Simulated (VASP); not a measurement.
Input:

```yaml
crystal:
  lattice:
    - [0.00000, 3.39419, 3.39419]
    - [3.39419, 0.00000, 3.39419]
    - [3.39419, 3.39419, 0.00000]
  atoms:
    - { symbol: Ag, position: [0.00000, 0.00000, 0.00000] }
    - { symbol: I, position: [0.25000, 0.25000, 0.25000] }
```

Calculation: RPBE GGA, VASP's PBE PAW potentials (set 64) (plane waves; VASP 6.6.1). Settings: 520 eV cut-off, 8×8×8 Γ-centred mesh, tetrahedra with Blöchl corrections, potentials Ag I.

Unless said otherwise, spin-orbit coupling is left out, though it shifts the bands of the heavy elements here.

Tabulate the total density of states (states/eV per cell) against energy (eV; zero at the valence-band maximum or, without a gap, the Fermi level).

| E (eV) | DOS (states/eV) |
|---|---|
| -9.97 | 0.00 |
| -9.73 | 0.00 |
| -9.49 | 0.00 |
| -9.25 | 0.00 |
| -9.01 | 0.00 |
| -8.65 | 0.00 |
| -8.41 | 0.00 |
| -8.17 | 0.00 |
| -7.93 | 0.00 |
| -7.69 | 0.00 |
| -7.45 | 0.00 |
| -7.21 | 0.00 |
| -6.97 | 0.00 |
| -6.61 | 0.00 |
| -6.37 | 0.00 |
| -6.13 | 0.00 |
| -5.89 | 0.00 |
| -5.65 | 0.00 |
| -5.41 | 0.00 |
| -5.17 | 0.00 |
| -4.93 | 0.00 |
| -4.69 | 0.00 |
| -4.33 | 0.00 |
| -4.09 | 0.00 |
| -3.85 | 0.00 |
| -3.61 | 1.60 |
| -3.37 | 16.2 |
| -3.13 | 8.55 |
| -2.89 | 0.00 |
| -2.65 | 1.38 |
| -2.29 | 5.22 |
| -2.05 | 1.72 |
| -1.81 | 1.04 |
| -1.57 | 1.17 |
| -1.33 | 3.13 |
| -1.09 | 3.94 |
| -0.85 | 3.73 |
| -0.61 | 3.61 |
| -0.25 | 1.13 |
| -0.01 | 0.06 |
| 0.23 | 0.00 |
| 0.47 | 0.00 |
| 0.71 | 0.00 |
| 0.95 | 0.00 |
| 1.19 | 0.00 |
| 1.43 | 0.00 |
| 1.67 | 0.01 |
| 2.03 | 0.06 |
| 2.27 | 0.12 |
| 2.51 | 0.18 |
| 2.75 | 0.29 |
| 2.99 | 0.60 |
| 3.23 | 1.05 |
| 3.47 | 1.11 |
| 3.71 | 1.28 |
| 4.07 | 2.20 |
| 4.31 | 0.64 |
| 4.55 | 0.43 |
| 4.79 | 0.58 |
| 5.03 | 0.75 |
Within 2 eV below the valence-band maximum the largest weight inside VASP's projection spheres is Ag d, then I p.

The compound is AgI in the zinc blende structure, whereas wurtzite is the usual form. It was relaxed first, which changed the volume by +14 %.
